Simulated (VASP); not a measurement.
Input of a VASP 6.6.1 run:

Contents of INCAR:

```
SYSTEM = MnAl15N16
  ALGO = Normal
  EDIFF = 1E-5
  ENCUT = 450
  GGA = PS
  ISIF = 2
  ISMEAR = 0
  ISPIN = 2
  ISYM = 0
  LASPH = .True.
  LCHARG = .False.
  LDAU = .True.
  LDAUJ = 0 0 0
  LDAUL = 2 -1 -1
  LDAUPRINT = 1
  LDAUTYPE = 2
  LDAUU = 3.5 0 0
  LMAXMIX = 4
  LORBIT = 11
  LREAL = Auto
  LWAVE = .False.
  MAGMOM = 2 0 0 0 0 0 0 0 0 0 0 0 0 0 0 0 0 0 0 0 0 0 0 0 0 0 0 0 0 0 0 0
  NELM = 120
  NUPDOWN = 2
  PREC = Accurate
  SIGMA = 0.03
```

Contents of KPOINTS:

```
k-points
0
Gamma
  3 3 2
  0 0 0
```

File POSCAR:

```
MnAl15N16                               
1.0
    6.2200008610      0.0000000000      0.0000000000
   -3.1100004305      5.3866787572      0.0000000000
    0.0000000000      0.0000000000      9.9600000000
  Mn              Al              N             
     1    15    16
Direct
     0.3330762431562962    0.1665365158175536    0.9988610510920432
     0.3313572208112633    0.1643033741996893    0.4979386567749268
     0.3331274333893787    0.6661599404551435    0.0009877170846558
     0.3316748130877128    0.6647845289027577    0.4995214817860239
     0.8315431947616121    0.1640093261820185    0.0005982241232245
     0.8309059247137907    0.1634104646648475    0.4994136625136762
     0.8313421606455893    0.6661099333546526    0.0007768403697934
     0.8308141784445071    0.6647387553348538    0.4994912044735458
     0.1635352828978874    0.3306655057298309    0.2516586262132951
     0.1646263068114540    0.3326439671237771    0.7465384081109970
     0.1635264204691184    0.8296719247802734    0.2516608219615260
     0.1647542031111857    0.8312655398204433    0.7468109604889148
     0.6650820514258348    0.3307165466750891    0.2516195910703015
     0.6669689862561279    0.3325118109214182    0.7464228061601140
     0.6637637808375519    0.8301357431348699    0.2499192950558939
     0.6648429385470133    0.8314322859093800    0.7491307621051325
     0.3307098656001514    0.1635495204247751    0.2014523324809695
     0.3322060602692402    0.1655185472908470    0.6895588419262717
     0.3302164813099266    0.6635855554696480    0.1911908870747641
     0.3330042487251584    0.6660975771254610    0.6892711749872680
     0.8309718647000732    0.1638120418300778    0.1909751053571135
     0.8310908762606688    0.1631159514098721    0.6891340183552338
     0.8308088347504847    0.6635368260221173    0.1910860645374487
     0.8313251984564252    0.6660287528629359    0.6892454215898052
     0.1638915642547343    0.3318001642227215    0.4420090696827149
     0.1592784269341402    0.3389702684521529    0.9364170264108260
     0.1635040526796286    0.8294265240290803    0.4419640897360733
     0.1594629727893266    0.8203679788770430    0.9370575624315507
     0.6661390064956535    0.3316407491736231    0.4419833983070313
     0.6791865729306379    0.3390733961728343    0.9361244146743596
     0.6642219068083092    0.8306806496475074    0.4398534872108313
     0.6651599276691225    0.8318483339827065    0.9406849958536884
```

Potentials or basis: VASP PAW PBE potentials, release 64 (Mn_pv, Al, N).

Command:

```bash
$ cat potpaw_PBE.64/Mn_pv/POTCAR potpaw_PBE.64/Al/POTCAR potpaw_PBE.64/N/POTCAR > POTCAR
$ mpirun -np 1 vasp_std > vasp.out
```

Question: What does it give for the largest force?

Answer: 0.405 eV/Å.

Eigenvalues of the final occupation matrices:
| site | spin | trace | eigenvalues |
| --- | --- | --- | --- |
| site 1 d | 1 | 3.63 | 0.26 0.75 0.75 0.94 0.94 |
| site 1 d | 2 | 1.39 | 0.05 0.05 0.18 0.18 0.92 |

Caveat: the k mesh is coarse (spacing up to 0.39 Å⁻¹), so the values aren't converged; the PAW data sets were made with another functional, which shifts forces and pressure a little; the total moment is fixed, so each spin has its own Fermi level; only a ferromagnetic start was run, and an antiferromagnetic order may lie lower in energy. The state reached can hang on the start; a lower one may exist.
